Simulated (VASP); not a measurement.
# SnSb (space group F-43m): computed properties

Level of theory: PBEsol GGA, VASP's PBE PAW potentials (set 64) (plane waves; VASP).

| Quantity | Result |
|---|---|
| space group | F-43m (216) |
| cell | a = b = c = 6.763 Å, α = β = γ = 90.00° |
| volume per atom | 38.67 Å³/atom |
| band gap (over mesh and band path) | none (metal, semimetal or under 0.01 eV) |
| band gap with spin-orbit coupling | none (metallic) |
| density | 5.16 g/cm³ |

```yaml
crystal:
  lattice:
    - [0.00000, 3.38153, 3.38153]
    - [3.38153, 0.00000, 3.38153]
    - [3.38153, 3.38153, 0.00000]
  atoms:
    - { symbol: Sn, position: [0.00000, 0.00000, 0.00000] }
    - { symbol: Sb, position: [0.75000, 0.75000, 0.75000] }
```

Unless said otherwise, spin-orbit coupling is left out, though it shifts the bands of the heavy elements here.

The structure comes from a computed database's SnSb entry (F-43m); how it stands against other phases isn't given here. It was relaxed first, which changed the volume by -7 %. Symmetry was kept, so distortions that lower it aren't found. The electron count is odd and the run is not spin-polarised, which forces a metal.
